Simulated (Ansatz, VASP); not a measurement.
**BeC3N3: VASP beside Ansatz**

```xyz
7
Lattice="3.6135 0.0000 0.0000 0.0000 3.6135 0.0000 0.0000 0.0000 3.6135" Properties=species:S:1:pos:R:3 pbc="T T T"
Be    0.0000    0.0000    0.0000
C     1.8068    0.0000    0.0000
C     0.0000    1.8068    0.0000
C     0.0000    0.0000    1.8068
N     1.8068    0.0000    1.8068
N     1.8068    1.8068    0.0000
N     0.0000    1.8068    1.8068
```

Change from the starting cell: species swapped into the Ca3AsCl3 type (Pm-3m, No. 221).

Alike in both runs: task relaxation of cell and atoms; functional PBE; k mesh 10 × 10 × 10; occupations gaussian, width 0.1 eV; no spin polarisation.

|  | VASP | Ansatz |
| --- | --- | --- |
| version | VASP 6.6.1 | Ansatz 0.2.0 |
| potentials or method | VASP PAW PBE potentials, release 64 (Be, C, N) | scalar-relativistic, plane waves, PAW |
| plane-wave cutoff (eV) | 600 | 420 |
| valence electrons in the cell | 29 | 29 |

```tsv
	VASP	Ansatz	Ansatz less VASP
gap on the k mesh at the Fermi level, each at its own relaxed structure (eV)	none	none	-
relaxed volume (Å³/atom)	6.83	6.83	0.000
relaxed cell length with the largest relative difference (Å)	3.629	3.629	-0.0001
```

A gap of «none» marks a metal or a gap that the smearing closes.
